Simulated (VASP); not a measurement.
TaGe2 (space group P6_222): computed properties

All values below come from r2SCAN meta-GGA, VASP's PBE PAW potentials (set 64) (plane waves; VASP).

```
Property                                                                               Result
----------------------------------  ---------------------------------------------------------
space group                                                                      P6_222 (180)
cell                                a = b = 4.963 Å, c = 6.752 Å, α = β = 90.00°, γ = 120.00°
volume per atom                                                                 16.01 Å³/atom
band gap (over mesh and band path)                   none (metal, semimetal or under 0.01 eV)
density                                                                           11.28 g/cm³
```

```yaml
crystal:
  lattice:
    - [4.96348, 0.00000, 0.00000]
    - [-2.48174, 4.29850, 0.00000]
    - [0.00000, 0.00000, 6.75152]
  atoms:
    - { symbol: Ta, position: [0.50000, 0.00000, 0.50000] }
    - { symbol: Ta, position: [0.50000, 0.50000, 0.83333] }
    - { symbol: Ta, position: [0.00000, 0.50000, 0.16667] }
    - { symbol: Ge, position: [0.16382, 0.32764, 0.50000] }
    - { symbol: Ge, position: [0.83618, 0.16382, 0.83333] }
    - { symbol: Ge, position: [0.67236, 0.83618, 0.16667] }
    - { symbol: Ge, position: [0.83618, 0.67236, 0.50000] }
    - { symbol: Ge, position: [0.16382, 0.83618, 0.83333] }
    - { symbol: Ge, position: [0.32764, 0.16382, 0.16667] }
```

Unless said otherwise, spin-orbit coupling is left out, though it shifts the bands of the heavy elements here.

The structure comes from a computed database's TaGe2 entry (P6_222); how it stands against other phases isn't given here. It was relaxed first. Symmetry was kept, so distortions that lower it aren't found. The electron count is odd and the run is not spin-polarised, which forces a metal.
